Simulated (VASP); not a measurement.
```
CELL_PARAMETERS angstrom
      0.00000     1.94838     1.94838
      1.94838     0.00000     1.94838
      1.94838     1.94838     0.00000
ATOMIC_POSITIONS crystal
  Ir 0.00000 0.00000 0.00000
```

Level of theory: MS2 meta-GGA, VASP's PBE PAW potentials (set 64) (plane waves; VASP 6.6.1). Run with 520 eV cut-off, 16×16×16 Γ-centred mesh, first-order Methfessel-Paxton smearing of 0.10 eV, potentials Ir.

Unless said otherwise, spin-orbit coupling is left out, though it shifts the bands of the heavy elements here.

**Question.** What does the run give for the energy per atom (σ→0), pressure, band gap (on the k-mesh) with the smallest direct gap where there is one?

**Answer.** 
```yaml
band gap (on the k-mesh): none (metal, semimetal or under 0.01 eV)
energy per atom (σ→0): 858.9 kJ/mol-atom
pressure: -19.75 GPa
```

Only differences to runs with the same potentials and settings are physical.

The compound is Ir in the fcc structure. This cell is one point of a volume scan, at 1.06 of the reference volume.
